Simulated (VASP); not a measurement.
Crystal: InSb.

```xyz
2
Lattice="0.0000 3.2391 3.2391 3.2391 0.0000 3.2391 3.2391 3.2391 0.0000" Properties=species:S:1:pos:R:3 pbc="T T T"
In    0.0000    0.0000    0.0000
Sb    1.6196    1.6196    1.6196
```

| Property | Result |
| --- | --- |
| Program | VASP 6.6.1 |
| Task | relaxation of cell and atoms |
| Functional | PBE |
| Potentials or basis | VASP PAW PBE potentials, release 64 (In, Sb) |
| Cutoff | 300 eV |
| k mesh | 5 × 5 × 5 |
| Occupations | gaussian, width 0.03 eV |
| Spin | no spin polarisation |

At the start: pressure 3.7 GPa; volume 33.98 Å³/atom.

Question: Where does the relaxation end?

Answer: Over 3 steps the energy falls by 30.4 meV/atom and the volume is 36.86 Å³/atom (+8.5 %); space group F-43m (No. 216, to 0.05 Å).

The path:
```
step  energy change (eV)  largest force (eV/Å)  pressure (GPa)  volume (Å³)
   1              0.0000                0.0000            3.67        67.97
   2             -0.0539                0.0000           -0.99        75.91
   3             -0.0609                0.0000            0.02        73.71
```

Final structure:
```xyz
2
Lattice="0.0000 3.3279 3.3279 3.3279 0.0000 3.3279 3.3279 3.3279 0.0000" Properties=species:S:1:pos:R:3 pbc="T T T"
In    0.0000    0.0000    0.0000
Sb    1.6640    1.6640    1.6640
```
